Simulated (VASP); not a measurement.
Output of a VASP run:

**OSZICAR**
```
...
DAV:   1    -0.426070802652E+03    0.10114E-04   -0.12942E-02   872   0.240E-01    0.328E-02
RMM:   2    -0.426070825762E+03   -0.23110E-04   -0.21271E-04   712   0.285E-02    0.132E-02
RMM:   3    -0.426070834433E+03   -0.86713E-05   -0.39049E-05   469   0.114E-02    0.651E-03
RMM:   4    -0.426070834272E+03    0.16112E-06   -0.47524E-06   446   0.424E-03
  15 F= -.42607083E+03 E0= -.42607083E+03  d E =-.346983E-02  mag=     1.0000
       N       E                     dE             d eps       ncg     rms          rms(c)
DAV:   1    -0.426070385708E+03    0.44873E-03   -0.89865E-01   740   0.206E+00    0.271E-01
RMM:   2    -0.426072245524E+03   -0.18598E-02   -0.16650E-02   741   0.249E-01    0.107E-01
RMM:   3    -0.426072846762E+03   -0.60124E-03   -0.30998E-03   803   0.997E-02    0.582E-02
RMM:   4    -0.426072845414E+03    0.13489E-05   -0.40761E-04   766   0.354E-02    0.307E-02
RMM:   5    -0.426072844742E+03    0.67129E-06   -0.12794E-04   714   0.224E-02    0.114E-02
RMM:   6    -0.426072847232E+03   -0.24900E-05   -0.24074E-05   476   0.945E-03
  16 F= -.42607285E+03 E0= -.42607285E+03  d E =-.201296E-02  mag=     1.0000
       N       E                     dE             d eps       ncg     rms          rms(c)
DAV:   1    -0.426072687105E+03    0.15764E-03   -0.10157E-01   776   0.691E-01    0.920E-02
RMM:   2    -0.426072902168E+03   -0.21506E-03   -0.19117E-03   741   0.847E-02    0.366E-02
RMM:   3    -0.426072971404E+03   -0.69237E-04   -0.35876E-04   744   0.341E-02    0.200E-02
RMM:   4    -0.426072971082E+03    0.32215E-06   -0.42363E-05   493   0.122E-02
  17 F= -.42607297E+03 E0= -.42607297E+03  d E =-.213681E-02  mag=     1.0000
       N       E                     dE             d eps       ncg     rms          rms(c)
DAV:   1    -0.426071754673E+03    0.12167E-02   -0.91600E-01   740   0.212E+00    0.262E-01
RMM:   2    -0.426073573646E+03   -0.18190E-02   -0.16583E-02   741   0.250E-01    0.105E-01
RMM:   3    -0.426074145651E+03   -0.57201E-03   -0.31333E-03   808   0.101E-01    0.578E-02
RMM:   4    -0.426074132332E+03    0.13320E-04   -0.36438E-04   765   0.363E-02    0.302E-02
RMM:   5    -0.426074129455E+03    0.28767E-05   -0.12868E-04   712   0.227E-02    0.118E-02
RMM:   6    -0.426074132544E+03   -0.30889E-05   -0.29015E-05   488   0.978E-03
  18 F= -.42607413E+03 E0= -.42607413E+03  d E =-.116146E-02  mag=     1.0000
       N       E                     dE             d eps       ncg     rms          rms(c)
DAV:   1    -0.426074130033E+03   -0.57845E-06   -0.16906E-03   864   0.916E-02    0.126E-02
RMM:   2    -0.426074134465E+03   -0.44320E-05   -0.38901E-05   499   0.121E-02    0.520E-03
RMM:   3    -0.426074135560E+03   -0.10946E-05   -0.63950E-06   440   0.510E-03    0.308E-03
RMM:   4    -0.426074135614E+03   -0.53882E-07   -0.10777E-06   288   0.217E-03
  19 F= -.42607414E+03 E0= -.42607414E+03  d E =-.116453E-02  mag=     1.0000
       N       E                     dE             d eps       ncg     rms          rms(c)
DAV:   1    -0.426073857114E+03    0.27845E-03   -0.37158E-01   748   0.139E+00    0.166E-01
RMM:   2    -0.426074605189E+03   -0.74808E-03   -0.71004E-03   742   0.168E-01    0.672E-02
RMM:   3    -0.426074813338E+03   -0.20815E-03   -0.12010E-03   819   0.668E-02    0.391E-02
RMM:   4    -0.426074805318E+03    0.80198E-05   -0.15037E-04   742   0.242E-02    0.204E-02
RMM:   5    -0.426074804902E+03    0.41654E-06   -0.56647E-05   635   0.157E-02
  20 F= -.42607480E+03 E0= -.42607480E+03  d E =-.669288E-03  mag=     1.0000
```

**OUTCAR**
```
------------------------ aborting loop because EDIFF is reached ----------------------------------------
  FORCE on cell =-STRESS in cart. coord.  units (eV):
  Direction    XX          YY          ZZ          XY          YZ          ZX
  --------------------------------------------------------------------------------------
  Total       23.0883654     23.5342535      9.9828607      0.0522686      0.0394751     -0.0746676
  in kB       42.6819476     43.5062318     18.4546602      0.0966255      0.0729750     -0.1380332
  external PRESSURE =      34.8809466 kB  Pullay stress =       0.0000000 kB
  volume of cell :      866.68
      direct lattice vectors                 reciprocal lattice vectors
     4.868317893 -8.432173817  0.000000000     0.102704879 -0.059296690  0.000000000
     4.868317893  8.432173817  0.000000000     0.102704879  0.059296690  0.000000000
     0.000000000  0.000000000 10.556283981     0.000000000  0.000000000  0.094730305
  FREE ENERGIE OF THE ION-ELECTRON SYSTEM (eV)
  ---------------------------------------------------
  free  energy   TOTEN  =      -426.0748049016 eV

  energy  without entropy=     -426.0748046968  energy(sigma->0) =     -426.07480480

 total charge

# of ion       s       p       d       tot
------------------------------------------
    1        1.001   1.364   0.365   2.730
    2        0.999   1.354   0.361   2.713
    3        0.972   1.291   0.357   2.620
    4        0.969   1.293   0.366   2.628
    5        1.001   1.364   0.365   2.730
    6        0.999   1.354   0.360   2.714
    7        0.972   1.292   0.357   2.621
    8        1.005   1.378   0.371   2.754
    9        1.000   1.357   0.361   2.718
   10        0.999   1.355   0.360   2.714
   11        0.997   1.348   0.358   2.703
   12        1.005   1.378   0.371   2.754
   13        1.000   1.354   0.360   2.713
   14        0.999   1.353   0.360   2.713
   15        1.034   1.454   0.401   2.889
   16        0.969   1.293   0.365   2.627
   17        1.001   1.363   0.365   2.729
   18        0.999   1.353   0.360   2.713
   19        0.972   1.290   0.357   2.619
   20        0.969   1.293   0.366   2.628
   21        1.000   1.354   0.359   2.712
   22        1.002   1.374   0.368   2.744
   23        1.034   1.453   0.400   2.888
   24        0.997   1.344   0.356   2.696
   25        1.000   1.354   0.360   2.713
   26        1.002   1.375   0.369   2.746
   27        1.034   1.453   0.401   2.888
   28        0.997   1.344   0.356   2.697
   29        1.000   1.357   0.361   2.718
   30        0.999   1.354   0.360   2.712
   31        0.997   1.348   0.358   2.703
   32        1.005   1.378   0.371   2.754
   33        1.000   1.357   0.361   2.718
   34        1.002   1.375   0.369   2.746
   35        0.997   1.347   0.358   2.702
   36        0.997   1.344   0.356   2.697
   37        1.244   2.448   0.000   3.693
   38        1.240   2.450   0.000   3.690
   39        1.241   2.447   0.000   3.688
   40        1.268   2.414   0.000   3.682
   41        1.244   2.449   0.000   3.693
   42        1.240   2.451   0.000   3.691
   43        1.241   2.447   0.000   3.688
   44        1.240   2.442   0.000   3.682
   45        1.240   2.453   0.000   3.693
   46        1.240   2.451   0.000   3.691
   47        1.240   2.451   0.000   3.690
   48        1.240   2.442   0.000   3.682
...
```
(Selected blocks of OUTCAR.)

POSCAR:
```
Ga36N37
1
    4.8683178927    -8.4321738171     0.0000000000
    4.8683178927     8.4321738171     0.0000000000
    0.0000000000     0.0000000000    10.5562839806
Ga N
36 37
Direct
  0.2222220000   0.1111110000   0.2500000000
  0.1111110000   0.2222220000   0.0000000000
  0.2246430000   0.1119570000   0.7530580000
  0.1175180000   0.2245660000   0.5032000000
  0.2222220000   0.4444440000   0.2500000000
  0.1111110000   0.5555560000   0.0000000000
  0.2241110000   0.4523460000   0.7536580000
  0.1111110000   0.5555560000   0.5000000000
  0.2222220000   0.7777780000   0.2500000000
  0.1111110000   0.8888890000   0.0000000000
  0.2222220000   0.7777780000   0.7500000000
  0.1111110000   0.8888890000   0.5000000000
  0.5555560000   0.1111110000   0.2500000000
  0.4444440000   0.2222220000   0.0000000000
  0.5555560000   0.1111110000   0.7500000000
  0.4421790000   0.2200230000   0.4968720000
  0.5555560000   0.4444440000   0.2500000000
  0.4444440000   0.5555560000   0.0000000000
  0.5506660000   0.4390110000   0.7534650000
  0.4491410000   0.5550940000   0.4980370000
  0.5555560000   0.7777780000   0.2500000000
  0.4444440000   0.8888890000   0.0000000000
  0.5555560000   0.7777780000   0.7500000000
  0.4444440000   0.8888890000   0.5000000000
  0.8888890000   0.1111110000   0.2500000000
  0.7777780000   0.2222220000   0.0000000000
  0.8888890000   0.1111110000   0.7500000000
  0.7777780000   0.2222220000   0.5000000000
  0.8888890000   0.4444440000   0.2500000000
  0.7777780000   0.5555560000   0.0000000000
  0.8888890000   0.4444440000   0.7500000000
  0.7777780000   0.5555560000   0.5000000000
  0.8888890000   0.7777780000   0.2500000000
  0.7777780000   0.8888890000   0.0000000000
  0.8888890000   0.7777780000   0.7500000000
  0.7777780000   0.8888890000   0.5000000000
  0.2239110000   0.1170520000   0.4344490000
  0.1111110000   0.2222220000   0.1885000000
  0.2222220000   0.1111110000   0.9385000000
  0.1100770000   0.2245640000   0.6884440000
  0.2174900000   0.4446560000   0.4347650000
  0.1111110000   0.5555560000   0.1885000000
  0.2222220000   0.4444440000   0.9385000000
  0.1111110000   0.5555560000   0.6885000000
  0.2222220000   0.7777780000   0.4385000000
  0.1111110000   0.8888890000   0.1885000000
  0.2222220000   0.7777780000   0.9385000000
  0.1111110000   0.8888890000   0.6885000000
  0.5555560000   0.1111110000   0.4385000000
  0.4444440000   0.2222220000   0.1885000000
  0.5555560000   0.1111110000   0.9385000000
  0.4463350000   0.2261090000   0.6891220000
  0.5564100000   0.4405510000   0.4431410000
  0.4444440000   0.5555560000   0.1885000000
  0.5555560000   0.4444440000   0.9385000000
  0.4491910000   0.5598330000   0.6840960000
  0.5555560000   0.7777780000   0.4385000000
  0.4444440000   0.8888890000   0.1885000000
  0.5555560000   0.7777780000   0.9385000000
  0.4444440000   0.8888890000   0.6885000000
  0.8888890000   0.1111110000   0.4385000000
  0.7777780000   0.2222220000   0.1885000000
  0.8888890000   0.1111110000   0.9385000000
  0.7777780000   0.2222220000   0.6885000000
  0.8888890000   0.4444440000   0.4385000000
  0.7777780000   0.5555560000   0.1885000000
  0.8888890000   0.4444440000   0.9385000000
  0.7777780000   0.5555560000   0.6885000000
  0.8888890000   0.7777780000   0.4385000000
  0.7777780000   0.8888890000   0.1885000000
  0.8888890000   0.7777780000   0.9385000000
  0.7777780000   0.8888890000   0.6885000000
  0.3297040000   0.3320540000   0.6021280000
```

Problem. Write an INCAR and KPOINTS that could have produced this output.

Solution. This is not unique; one that fits is the input of the run itself, PBE GGA, plane waves, VASP's PBE PAW potentials (set 64).

### INCAR
```
! general
SYSTEM  = Ga36N37
PREC    = Normal
ENCUT   = 400   ! plane-wave cut-off (eV)
LREAL   = Auto
LASPH   = T   ! aspherical one-centre terms
ISYM    = 0
NELECT  = 295.0

! electronic loop
EDIFF   = 1E-5   ! SCF stop (eV)
NELM    = 100   ! most electronic steps
NELMIN  = 4
ALGO    = Fast
LMAXMIX = 4

! smearing
ISMEAR  = 0   ! Gaussian
SIGMA   = 0.05   ! width (eV)

! functional
GGA     = PE   ! PBE

! spin
ISPIN   = 2   ! spin-polarised
MAGMOM  = 73*0.0137
NUPDOWN = 1

! ions
IBRION  = 2   ! conjugate gradients
NSW     = 60
ISIF    = 2
EDIFFG  = -0.03   ! ionic stop

! output
LWAVE   = F
LCHARG  = F
LORBIT  = 10
```

**KPOINTS**
```
Automatic
0
G
  1 1 1
```

POTCAR, in this order: Ga N (PBE.64 set). Program: vasp_gam.

At this cut-off the stress carries a Pulay error, which pulls relaxed volumes low. The cell is charged, with a uniform compensating background. The supercell is sampled at Γ alone, which is coarse: total energies, pressure and levels can be off, energies of defects by several tenths of an eV.

The cell is a supercell with a defect, built from GaN (wurtzite): N_i, charge -2.
